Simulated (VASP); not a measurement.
A convergence study with VASP on MoS$_{2}$ (2H layered): one setting is varied, all else stays as given below, so the limit is that of these other settings.

```
MoS2
1.0
    1.58000    -2.73664     0.00000
    1.58000     2.73664     0.00000
    0.00000     0.00000    12.30000
Mo S
2 4
Direct
  0.33333   0.66667   0.25000
  0.66667   0.33333   0.75000
  0.33333   0.66667   0.87900
  0.66667   0.33333   0.37900
  0.66667   0.33333   0.12100
  0.33333   0.66667   0.62100
```

Calculation: PBEsol GGA, VASP's PBE PAW potentials (set 64) (plane waves; VASP 6.6.1). The tightest run used: 550 eV cut-off, 13×13×3 Monkhorst-Pack mesh, Gaussian smearing of 0.050 eV, potentials Mo_sv S.

| setting | E (eV/atom) | pressure (GPa) | largest force (eV/Å) | irreducible k-points |
|---|---|---|---|---|
| 1×1×1 mesh | -4.8047 | 19.36 | 5.020 | 1 |
| 2×2×1 mesh | -7.9154 | -5.28 | 0.864 | 2 |
| 3×3×1 mesh | -7.8013 | -4.01 | 0.899 | 3 |
| 4×4×1 mesh | -7.7963 | -3.89 | 0.668 | 6 |
| 5×5×1 mesh | -7.8027 | -4.03 | 0.677 | 5 |
| 6×6×1 mesh | -7.8025 | -4.02 | 0.684 | 12 |

These are the cheaper rows. Estimate the results at 13×13×3 mesh, and how far the last row shown lies from them.

```json
[
 {"quantity": "E (eV/atom)", "tightest run": "-7.8083", "last row shown is off by": "0.0058"},
 {"quantity": "pressure (GPa)", "tightest run": "-4.19", "last row shown is off by": "0.17"},
 {"quantity": "largest force (eV/Å)", "tightest run": "0.655", "last row shown is off by": "0.029"}
]
```

Left out are rungs that failed or repeat a setting and relaxations that didn't move; long series are thinned to 24 rows.

The compound is MoS2 in the 2H layered structure. The cell was not relaxed at this level, forces remain on its atoms.
